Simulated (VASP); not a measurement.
# CuSn3 (P6_3/mmc) in VASP: equation of state

Aim: energy against volume of CuSn3 in PBE, for its equilibrium volume and stiffness.

All numbers are computed with VASP 6.6.1; they aren't measurements. Logs are shortened: lines on timing, memory, paths and dates and some standing lists are left out, and cuts for length are marked.

## 1. The structure

The structure is hexagonal, space group P6_3/mmc (No. 194). Conventional cell: a = 6.623 Å, b = 6.623 Å, c = 5.005 Å, α = 90.00°, β = 90.00°, γ = 120.00°. Sn (site symmetry mm2) has 4 Cu at 3.11 to 3.31 Å and 8 Sn at 3.19 to 3.42 Å as nearest neighbours. Around Cu (site symmetry -6m2) lie 12 Sn at 3.11 to 3.31 Å.

The cell comes from a database or a generator and needn't be the stable form of this composition.

## 2. Equation of state, PBE, 22.34 Å³/atom (volume scaled by 0.94)

INCAR

```
PREC     = Accurate       # precision mode
ENCUT    = 520            # plane-wave cutoff, eV
EDIFF    = 1E-7           # SCF threshold, eV
ISMEAR   = -1             # smearing method
SIGMA    = 0.05           # smearing width, eV
LREAL    = F              # projectors in reciprocal space
LASPH    = T              # aspherical terms in the spheres
NELM     = 80             # most SCF steps
ALGO     = Normal         # electronic algorithm
ISIF     = 2              # what is computed and relaxed
LWAVE    = F              # write WAVECAR
LCHARG   = F              # write CHGCAR
GGA      = PE             # functional
NBANDS   = 63             # bands
```

KPOINTS

```
Automatic mesh
0
Gamma
  5 5 6
```

POSCAR

```
CuSn3
1.0
    6.4876852550      0.0000000000      0.0000000000
   -3.2438426275      5.6185002425      0.0000000000
    0.0000000000      0.0000000000      4.9026403936
Sn Cu
6 2
Direct
    0.1723395050      0.3446790100      0.2500000000
    0.1723395050      0.8276604950      0.2500000000
    0.6553209900      0.8276604950      0.2500000000
    0.8276604950      0.6553209900      0.7500000000
    0.8276604950      0.1723395050      0.7500000000
    0.3446790100      0.1723395050      0.7500000000
    0.3333333333      0.6666666667      0.7500000000
    0.6666666667      0.3333333333      0.2500000000
```

Potentials or basis: VASP PAW PBE potentials, release 64 (Sn_d, Cu).

Started as:

```bash
> cat potpaw_PBE.64/Sn_d/POTCAR potpaw_PBE.64/Cu/POTCAR > POTCAR
> mpirun -np 1 vasp_std > vasp.out
```

OUTCAR:

```text
PREC = Accurate
   ENCUT = 520
   EDIFF = 1E-7
   ISMEAR = -1
   LREAL = F
   LASPH = T
   NELM = 80
   ISIF = 2
   GGA = PE

 Found     20 irreducible k-points:

 Following reciprocal coordinates:
            Coordinates               Weight
  0.000000  0.000000  0.000000      1.000000
  0.200000  0.000000  0.000000      6.000000
  0.400000  0.000000  0.000000      6.000000
  0.200000  0.200000  0.000000      6.000000
  0.400000  0.200000  0.000000      6.000000
  0.000000  0.000000  0.166667      2.000000
   k-points           NKPTS =     20   k-points in BZ     NKDIM =     20   number of bands    NBANDS=     63
   number of dos      NEDOS =    301   number of ions     NIONS =      8
   total plane-waves  NPLWV =  82944
   dimension x,y,z NGX =    48 NGY =   48 NGZ =   36
   dimension x,y,z NGXF=    96 NGYF=   96 NGZF=   72
   ions per type =               6   2
   NGX,Y,Z   is equivalent  to a cutoff of  12.30, 12.30, 12.21 a.u.
   NGXF,Y,Z  is equivalent  to a cutoff of  24.60, 24.60, 24.41 a.u.
 SYSTEM =  unknown system
   PREC   = accura    normal or accurate (medium, high low for compatibility)
   ISTART =      0    job   : 0-new  1-cont  2-samecut
   ICHARG =      2    charge: 1-file 2-atom 10-const
   ISPIN  =      1    spin polarized calculation?
   LNONCOLLINEAR =      F non collinear calculations
   LSORBIT =      F    spin-orbit coupling
   LASPH  =      T    aspherical Exc in radial PAW
   ENCUT  =  520.0 eV  38.22 Ry    6.18 a.u.  12.06 12.06  9.12*2*pi/ulx,y,z
   NELM   =     80;   NELMIN=  2; NELMDL= -5     # of ELM steps
   EDIFF  = 0.1E-06   stopping-criterion for ELM
   LREAL  =      F    real-space projection
   EDIFFG = 0.1E-05   stopping-criterion for IOM
   NSW    =      0    number of steps for IOM
   IBRION =     -1    ionic relax: 0-MD 1-quasi-New 2-CG
   NFREE  =      0    steps in history (QN), initial steepest desc. (CG)
   ISIF   =      2    stress and relaxation
   ISYM   =      2    0-nonsym 1-usesym 2-fastsym
   POTIM  = 0.5000    time-step for ionic-motion
   TEBEG  =    0.0;   TEEND  =   0.0 temperature during run
   PSTRESS=    0.0 pullay stress
   NELECT =     106.0000    total number of electrons
   NUPDOWN=      -1.0000    fix difference up-down
   EMIN   =  10.00;   EMAX   =-10.00  energy-range for DOS
   EFERMI =   0.00;   METHOD = LEGACY
   ISMEAR =    -1;   SIGMA  =   0.05  broadening in eV -4-tet -1-fermi 0-gaus
   EFERMI_NEDOS =   21; number of points for ismear=-14 and -15
   IALGO  =     38    algorithm
   IMIX   =      4    mixing-type and parameters
     AMIX     =   0.40;   BMIX     =  1.00
     AMIX_MAG =   1.60;   BMIX_MAG =  1.00
  volume/ion in A,a.u.               =      22.34       150.75
  Fermi-wavevector in a.u.,A,eV,Ry     =   1.375509  2.599335 25.742556  1.892025
  Thomas-Fermi vector in A             =   2.500838
   LORBIT       =      0    0 simple, 1 ext, 2 COOP (PROOUT), +10 PAW based schemes
   GGA     = PE    functional components
   LHFCALC =     F    Hartree Fock is set to
   AEXX    =    0.0000 exact exchange contribution
   IVDW    =     0    specifies the selected vdW correction
   LEPSILON=     F    determine dielectric tensor
   LRPA    =     F    only Hartree local field effects (RPA)
 non-spin polarized calculation
  energy-cutoff  :      520.00
  volume of cell :      178.71
 maximum number of plane-waves:      4836
   NGX = 25   NGY = 25   NGZ = 19

 number of electron     106.0000037 magnetization

 Free energy of the ion-electron system (eV)
  ---------------------------------------------------
  ext. energy  EPLUGINS =         0.00000000
  ---------------------------------------------------
  free energy    TOTEN  =       -28.60633466 eV

  energy without entropy =      -28.57828797  energy(sigma->0) =      -28.59231132

 E-fermi :   8.6389     XC(G=0): -10.8958

 val. band max:        8.6218252649   @ k =   0.4000   0.0000   0.0000
 cond. band min:       8.7315002285   @ k =   0.0000   0.0000   0.1667
 fundamental gap:      0.1096749636
 Fermi energy:         8.6388761140

 k-point     1 :       0.0000    0.0000    0.0000
  band No.  band energies     occupation
      1     -13.0787      2.00000
      2     -13.0659      2.00000
      3     -13.0659      2.00000
      4     -13.0402      2.00000
      5     -13.0166      2.00000
      6     -12.9891      2.00000
[... 55 lines left out ...]
     62      11.8557      0.00000
     63      12.2223      0.00000

 k-point     2 :       0.2000    0.0000    0.0000
  band No.  band energies     occupation
      1     -13.0661      2.00000
      2     -13.0561      2.00000
      3     -13.0442      2.00000
      4     -13.0303      2.00000
      5     -13.0292      2.00000
      6     -12.9930      2.00000
[... 55 lines left out ...]
     62      12.1352      0.00000
     63      12.1855      0.00000

 k-point     3 :       0.4000    0.0000    0.0000
  band No.  band energies     occupation
      1     -13.0558      2.00000
      2     -13.0442      2.00000
      3     -13.0141      2.00000
      4     -13.0069      2.00000
      5     -12.9945      2.00000
      6     -12.9922      2.00000
[... 55 lines left out ...]
     62      12.7073      0.00000
     63      13.0487      0.00000

 k-point     4 :       0.2000    0.2000    0.0000
  band No.  band energies     occupation
      1     -13.0477      2.00000
      2     -13.0436      2.00000
      3     -13.0387      2.00000
      4     -13.0084      2.00000
      5     -13.0026      2.00000
      6     -12.9925      2.00000
[... 55 lines left out ...]
     62      12.4023      0.00000
     63      12.7735      0.00000

 k-point     5 :       0.4000    0.2000    0.0000
  band No.  band energies     occupation
      1     -13.0504      2.00000
      2     -13.0388      2.00000
      3     -13.0094      2.00000
      4     -12.9934      2.00000
      5     -12.9809      2.00000
      6     -12.9787      2.00000
[... 55 lines left out ...]
     62      11.8940      0.00000
     63      12.3314      0.00000

 k-point     6 :       0.0000    0.0000    0.1667
  band No.  band energies     occupation
      1     -13.0719      2.00000
      2     -13.0605      2.00000
      3     -13.0605      2.00000
      4     -13.0406      2.00000
      5     -13.0025      2.00000
      6     -13.0025      2.00000
[... 55 lines left out ...]
     62      13.0046      0.00000
     63      13.0046      0.00000

 [... further k-points ...]
[... 5 lines left out ...]
  --------------------------------------------------------------------------------------
  -------------------------------------------------------------------------------------
  Total        4.7304268      4.7304268      4.7241819      0.0000000     -0.0000000      0.0000000
  in kB       42.4102362     42.4102362     42.3542483      0.0000000     -0.0000000      0.0000000
  external PRESSURE =      42.3915736 kB  Pullay stress =       0.0000000 kB

 VOLUME and BASIS-vectors are now :
 -----------------------------------------------------------------------------
  energy-cutoff  :      520.00
  volume of cell :      178.71
      direct lattice vectors                 reciprocal lattice vectors
     6.487685255  0.000000000  0.000000000     0.154138180  0.088991720  0.000000000
    -3.243842627  5.618500242  0.000000000     0.000000000  0.177983440  0.000000000
     0.000000000  0.000000000  4.902640394     0.000000000  0.000000000  0.203971721

 POSITION                                       TOTAL-FORCE (eV/Angst)
 -----------------------------------------------------------------------------------
     -0.00000      1.93658      1.22566         0.000000      0.242315      0.000000
     -1.56672      4.65021      1.22566         0.209851     -0.121157     -0.000000
      1.56672      4.65021      1.22566        -0.209851     -0.121157      0.000000
      3.24384      3.68192      3.67698         0.000000     -0.242315     -0.000000
      4.81056      0.96829      3.67698        -0.209851      0.121157      0.000000
      1.67713      0.96829      3.67698         0.209851      0.121157     -0.000000
     -0.00000      3.74567      3.67698         0.000000     -0.000000      0.000000
      3.24384      1.87283      1.22566        -0.000000     -0.000000      0.000000
 -----------------------------------------------------------------------------------
    total drift:                                0.000000     -0.000000      0.000000

  FREE ENERGIE OF THE ION-ELECTRON SYSTEM (eV)
  ---------------------------------------------------
  free  energy   TOTEN  =       -28.6063346634 eV

  energy  without entropy=      -28.5782879733  energy(sigma->0) =      -28.59231132
```

Run time: 2.4 min. Hardware: 1 thread of Intel Xeon 6975P-C (Granite Rapids), shared host; peak memory 0.36 GiB.

Results:

| Item | Value |
| --- | --- |
| Free energy | -28.6063 eV |
| Pressure | 4.2 GPa |
| Largest force | 0.242 eV/Å |
| Band gap on the k mesh | none (metal or under the smearing width) |

## 3. Equation of state, PBE, 22.81 Å³/atom (volume scaled by 0.96)

INCAR

```
ALGO     = Normal         # electronic algorithm
EDIFF    = 1E-7           # SCF threshold, eV
ENCUT    = 520            # plane-wave cutoff, eV
GGA      = PE             # functional
ISIF     = 2              # what is computed and relaxed
ISMEAR   = -1             # smearing method
LASPH    = True           # aspherical terms in the spheres
LCHARG   = False          # write CHGCAR
LREAL    = False          # projectors in reciprocal space
LWAVE    = False          # write WAVECAR
NBANDS   = 63             # bands
NELM     = 60             # most SCF steps
PREC     = Accurate       # precision mode
SIGMA    = 0.05           # smearing width, eV
```

KPOINTS

```
k-points
0
Gamma
  5 5 6
```

Changes to POSCAR since step 2:

```diff
@@ -2,5 +2,5 @@
 1.0
-    6.4876852550      0.0000000000      0.0000000000
-   -3.2438426275      5.6185002425      0.0000000000
-    0.0000000000      0.0000000000      4.9026403936
+    6.5333746846      0.0000000000      0.0000000000
+   -3.2666873423      5.6580684493      0.0000000000
+    0.0000000000      0.0000000000      4.9371671677
 Sn Cu
```

Potentials or basis: VASP PAW PBE potentials, release 64 (Sn_d, Cu).

Started as:

```bash
> cat potpaw_PBE.64/Sn_d/POTCAR potpaw_PBE.64/Cu/POTCAR > POTCAR
> mpirun -np 1 vasp_std > vasp.out
```

Wall time 3 min (1 thread of Intel Xeon 6975P-C (Granite Rapids), shared host); peak memory 0.39 GiB.

Results (log left out):

```
Free energy            : -28.6902 eV
Pressure               : 2.7 GPa
Largest force          : 0.240 eV/Å
Band gap on the k mesh : none (metal or under the smearing width)
```

(Part 1 of 2 ends here.)
